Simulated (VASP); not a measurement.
Data:

```
CELL_PARAMETERS angstrom
     -2.13000     2.13000     2.13000
      2.13000    -2.13000     2.13000
      2.13000     2.13000    -2.13000
ATOMIC_POSITIONS crystal
  Na 0.00000 0.00000 0.00000
```

Method: PBE GGA, VASP's PBE PAW potentials (set 64) (plane waves; VASP 6.6.1). Settings: 520 eV cut-off, 11×11×11 Γ-centred mesh, first-order Methfessel-Paxton smearing of 0.10 eV, potentials Na_pv.

Energy and stress use the plane-wave basis of the starting cell.

Question: The ions, cell shape and volume are relaxed. What does this cell relax into?

Answer: 
```
CELL_PARAMETERS angstrom
     -2.09700     2.09700     2.09700
      2.09700    -2.09700     2.09700
      2.09700     2.09700    -2.09700
ATOMIC_POSITIONS crystal
  Na 0.00000 0.00000 0.00000
```
Space group Im-3m (229), at a tolerance of 0.03 Å.

Question: How do energy and volume change from the first to the last step?

Answer: The energy (σ→0) changes by -1.9 meV/atom and the volume by -4.6 %, in 6 ionic steps.

The compound is Na in the bcc structure. This run relaxes it. Symmetry was kept, so distortions that lower it aren't found.
